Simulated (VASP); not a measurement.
Output of a VASP run:

### OSZICAR
```
...
DAV:   3    -0.341403084407E+02    0.40487E-05   -0.19614E-04  1012   0.123E-01    0.287E-02
DAV:   4    -0.341403076589E+02    0.78182E-06   -0.24793E-05   963   0.331E-02    0.104E-02
DAV:   5    -0.341403074841E+02    0.17479E-06   -0.25178E-06   725   0.101E-02
   5 F= -.34140307E+02 E0= -.34133764E+02  d E =-.143368E+00
       N       E                     dE             d eps       ncg     rms          rms(c)
DAV:   1    -0.341403071826E+02    0.47631E-06   -0.15134E-06   507   0.932E-03    0.108E-03
DAV:   2    -0.341403072057E+02   -0.23181E-07   -0.14906E-07   409   0.335E-03
   6 F= -.34140307E+02 E0= -.34133761E+02  d E =0.278337E-06
       N       E                     dE             d eps       ncg     rms          rms(c)
DAV:   1    -0.341403075327E+02   -0.35015E-06   -0.19390E-06   560   0.131E-02    0.608E-04
DAV:   2    -0.341403075514E+02   -0.18684E-07   -0.15255E-07   377   0.355E-03
   7 F= -.34140308E+02 E0= -.34133762E+02  d E =-.673149E-07
       N       E                     dE             d eps       ncg     rms          rms(c)
DAV:   1    -0.341403075583E+02   -0.25631E-07   -0.15934E-08   375   0.123E-03    0.192E-04
DAV:   2    -0.341403075611E+02   -0.28163E-08   -0.35358E-09   374   0.548E-04
   8 F= -.34140308E+02 E0= -.34133762E+02  d E =-.976297E-08
       N       E                     dE             d eps       ncg     rms          rms(c)
DAV:   1    -0.341403075695E+02   -0.11185E-07   -0.18058E-09   372   0.325E-04    0.237E-05
DAV:   2    -0.341403075704E+02   -0.88357E-09   -0.80836E-10   372   0.187E-04
   9 F= -.34140308E+02 E0= -.34133762E+02  d E =-.190148E-07
       N       E                     dE             d eps       ncg     rms          rms(c)
DAV:   1    -0.341403075811E+02   -0.11568E-07   -0.23677E-09   371   0.423E-04    0.243E-05
DAV:   2    -0.341403075815E+02   -0.39336E-09   -0.43945E-10   366   0.158E-04
  10 F= -.34140308E+02 E0= -.34133762E+02  d E =-.300925E-07
       N       E                     dE             d eps       ncg     rms          rms(c)
DAV:   1    -0.341403076014E+02   -0.20318E-07   -0.73253E-09   366   0.798E-04    0.360E-05
DAV:   2    -0.341403076018E+02   -0.37380E-09   -0.84309E-10   366   0.259E-04
  11 F= -.34140308E+02 E0= -.34133762E+02  d E =-.503910E-07
       N       E                     dE             d eps       ncg     rms          rms(c)
DAV:   1    -0.341403076405E+02   -0.39084E-07   -0.28312E-08   366   0.159E-03    0.741E-05
DAV:   2    -0.341403076410E+02   -0.51477E-09   -0.30577E-09   366   0.508E-04
  12 F= -.34140308E+02 E0= -.34133762E+02  d E =-.896157E-07
       N       E                     dE             d eps       ncg     rms          rms(c)
DAV:   1    -0.341403077171E+02   -0.76619E-07   -0.11295E-07   366   0.318E-03    0.149E-04
DAV:   2    -0.341403077183E+02   -0.12105E-08   -0.12066E-08   365   0.101E-03
  13 F= -.34140308E+02 E0= -.34133762E+02  d E =-.166931E-06
       N       E                     dE             d eps       ncg     rms          rms(c)
DAV:   1    -0.341403078671E+02   -0.15001E-06   -0.45135E-07   363   0.635E-03    0.299E-04
DAV:   2    -0.341403078716E+02   -0.44861E-08   -0.48134E-08   363   0.203E-03
  14 F= -.34140308E+02 E0= -.34133762E+02  d E =-.320216E-06
```

OUTCAR:
```
------------------------ aborting loop because EDIFF is reached ----------------------------------------
  FORCE on cell =-STRESS in cart. coord.  units (eV):
  Direction    XX          YY          ZZ          XY          YZ          ZX
  --------------------------------------------------------------------------------------
  Total       -0.5424782     -0.5424785     -0.4720848     -0.0000001      0.0000000     -0.0000000
  in kB       -7.1787749     -7.1787787     -6.2472386     -0.0000014      0.0000000     -0.0000000
  external PRESSURE =      -6.8682641 kB  Pullay stress =       0.0000000 kB
  volume of cell :      121.07
      direct lattice vectors                 reciprocal lattice vectors
     2.924037000  0.000000000  0.000000000     0.341992936  0.197449594  0.000000000
    -1.462018000  2.532291000  0.000000000     0.000000000  0.394899322  0.000000000
     0.000000000  0.000000000 16.351066000     0.000000000  0.000000000  0.061158092
 POSITION                                       TOTAL-FORCE (eV/Angst)
 -----------------------------------------------------------------------------------
      0.00000      0.00000      8.17553        -0.000000      0.000000     -0.000000
     -0.00000      1.68819      9.49098         0.000000     -0.000000      0.009953
      1.46202      0.84410      6.86009        -0.000000      0.000000     -0.009953
 -----------------------------------------------------------------------------------
    total drift:                               -0.000000      0.000000      0.000000
  FREE ENERGIE OF THE ION-ELECTRON SYSTEM (eV)
  ---------------------------------------------------
  free  energy   TOTEN  =       -34.1403078716 eV

  energy  without entropy=      -34.1206714065  energy(sigma->0) =      -34.13376238

 reached required accuracy - stopping structural energy minimisation
```
(Selected blocks of OUTCAR.)

File POSCAR:
```
Ta2N
1
    2.9240370000     0.0000000000     0.0000000000
   -1.4620180000     2.5322910000     0.0000000000
    0.0000000000     0.0000000000    16.3510660000
N Ta
1 2
Direct
  0.0000000000   0.0000000000   0.5000000000
  0.3333330000   0.6666670000   0.5718930000
  0.6666670000   0.3333330000   0.4281070000
```

Q: Reconstruct the remaining input files.

A: This is not unique; one that fits is the input of the run itself, LDA (Ceperley-Alder, Perdew-Zunger), plane waves, VASP's LDA PAW potentials (set 64).

### INCAR
```
! general
SYSTEM  = Ta2N
PREC    = Accurate
ENCUT   = 400
LREAL   = .FALSE.
LASPH   = .TRUE.

! electronic loop
EDIFF   = 1E-6
NELM    = 100
ALGO    = Normal
LMAXMIX = 6

! smearing
ISMEAR  = 1
SIGMA   = 0.2

! ions
IBRION  = 2
NSW     = 50
ISIF    = 2
EDIFFG  = -0.01

! output
LWAVE   = .FALSE.
LCHARG  = .FALSE.
```

File KPOINTS:
```
kpoints
0
G
13 13 1
0 0 0
```

POTCAR, in this order: N Ta_pv (LDA.64 set). Program: vasp_std.

At this cut-off the stress carries a Pulay error, which pulls relaxed volumes low. The cell holds a wide vacuum, so values per volume refer to the whole cell.

The cell is a sheet with vacuum, built from a generated structure.
